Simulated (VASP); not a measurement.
Input:

```
CELL_PARAMETERS angstrom
      0.00000     2.34368     2.34368
      2.34368     0.00000     2.34368
      2.34368     2.34368     0.00000
ATOMIC_POSITIONS crystal
  Zr 0.00000 0.00000 0.00000
  C  0.50000 0.50000 0.50000
```

Method: PBE GGA with D4 dispersion, VASP's PBE PAW potentials (set 64) (plane waves; VASP). Numerical set-up: 520 eV cut-off, Gaussian smearing of 0.050 eV, potentials Zr_sv C.

### Question
Give the energies of bands 6 to 11 at the high-symmetry points, in eV from the Fermi level.

### Answer

```csv
band,Γ,X,U,L,W
6,0.91,-2.08,-3.09,-5.36,-2.69
7,0.91,-1.82,-2.31,-2.99,-2.38
8,0.91,0.04,-1.61,-2.99,-2.38
9,1.06,0.04,1.48,4.51,3.28
10,1.06,4.46,4.90,4.51,3.28
11,1.06,5.69,5.41,5.35,5.70
```

It has no gap at this level: it comes out as a metal or semimetal.

The compound is ZrC in the rock salt structure. It was relaxed first.
